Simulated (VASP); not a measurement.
NiAl (CsCl type) is relaxed at rising pressure, each step from the one before. Symmetry mostly holds the structure type, and other phases were not tried. The mesh follows the cell, and a change of mesh leaves a small step in the series.

Given:

```
AlNi
1.0
    2.89269     0.00000     0.00000
    0.00000     2.89269     0.00000
    0.00000     0.00000     2.89269
Al Ni
1 1
Direct
  0.50000   0.50000   0.50000
  0.00000   0.00000   0.00000
```

The numbers are results of PBE GGA, VASP's PBE PAW potentials (set 64) (plane waves; VASP), not measurements. Settings: 500 eV cut-off, 13×13×13 Γ-centred mesh, first-order Methfessel-Paxton smearing of 0.10 eV, potentials Al Ni.

```csv
P (GPa),V (Å³/atom),H − H(0) (eV/atom),space group,gap on the mesh (eV),k-mesh
0,12.10,0.000,Pm-3m,0.00,13×13×13
5,___,___,Pm-3m,0.00,13×13×13
10,11.45,0.734,Pm-3m,0.00,13×13×13
20,___,___,Pm-3m,0.00,13×13×13
30,10.54,2.101,Pm-3m,0.00,13×13×13
45,10.03,3.063,Pm-3m,0.00,13×13×13
```

**Question.** Complete the blanks.

**Answer.** 
- 5, V (Å³/atom): 11.75
- 5, H − H(0) (eV/atom): 0.372
- 20, V (Å³/atom): 10.95
- 20, H − H(0) (eV/atom): 1.432

Pressures at which the relaxation failed are left out.

The compound is NiAl in the CsCl type structure. The run is not spin-polarised, so no magnetic state was tried. The electron count is odd and the run is not spin-polarised, which forces a metal.
